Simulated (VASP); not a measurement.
VASP ran on this input.

File POSCAR:
```
CsPbCl3
1.0
  5.6204759821   0.0000000000   0.0000000000
  0.0000000000   5.6204759821   0.0000000000
  0.0000000000   0.0000000000   5.6204759821
Cs Pb Cl
1 1 3
direct
  0.0000000000   0.0000000000   0.0000000000
  0.5000000000   0.5000000000   0.5000000000
  0.5000000000   0.0000000000   0.5000000000
  0.0000000000   0.5000000000   0.5000000000
  0.5000000000   0.5000000000   0.0000000000
```

**INCAR**
```
SYSTEM  =  CsPbCl3
PREC  =  Accurate; ENCUT  =  500; LREAL  =  F
LASPH  =  T
EDIFF  =  1E-6; NELM  =  100; ALGO  =  Normal
LMAXMIX  =  4
ISMEAR  =  0; SIGMA  =  0.05
GGA  =  PS
IBRION  =  2; NSW  =  40; ISIF  =  3
EDIFFG  =  -0.02; PSTRESS  =  50
LWAVE  =  F; LCHARG  =  F
```

**KPOINTS**
```
Automatic mesh
0
Gamma
4 4 4
0 0 0
```

POTCAR, in this order: Cs_sv Pb_d Cl (PBE.64 set). Program: vasp_std.

Problem. Write an equivalent input for Quantum ESPRESSO's pw.x.

Solution. One equivalent input (not run):
```
&CONTROL
  calculation = 'vc-relax'
  pseudo_dir = './pseudo'
  outdir = './out'
  tprnfor = .true.
  tstress = .true.
  nstep = 40
  forc_conv_thr = 0.00078
/
&SYSTEM
  ibrav = 0
  nat = 5
  ntyp = 3
  ecutwfc = 62.5
  occupations = 'smearing'
  smearing = 'gaussian'
  degauss = 0.003675
  input_dft = 'pbesol'
/
&ELECTRONS
  conv_thr = 7.3e-08
  electron_maxstep = 100
/
&IONS
/
&CELL
  press = 50
/
ATOMIC_SPECIES
  Cs 132.905 Cs.upf
  Pb 207.200 Pb.upf
  Cl 35.450 Cl.upf
CELL_PARAMETERS angstrom
     5.6204760    0.0000000    0.0000000
     0.0000000    5.6204760    0.0000000
     0.0000000    0.0000000    5.6204760
ATOMIC_POSITIONS crystal
  Cs   0.0000000  0.0000000  0.0000000
  Pb   0.5000000  0.5000000  0.5000000
  Cl   0.5000000  0.0000000  0.5000000
  Cl   0.0000000  0.5000000  0.5000000
  Cl   0.5000000  0.5000000  0.0000000
K_POINTS automatic
  4 4 4 0 0 0
```
Limits of the translation: the potentials are each code's own (VASP's PAW set, PseudoDojo norm-conserving files in pw.x), so ENCUT and ecutwfc are chosen apart and not converted; conv_thr bounds pw.x's estimated SCF error, while EDIFF bounds the energy change between steps; forc_conv_thr acts on force components and is met together with etot_conv_thr.

The compound is CsPbCl3 in the cubic perovskite structure, the ideal cubic form; the compound distorts at low or room temperature. This run relaxes it under an external pressure of 5 GPa. Symmetry was kept, so distortions that lower it aren't found.
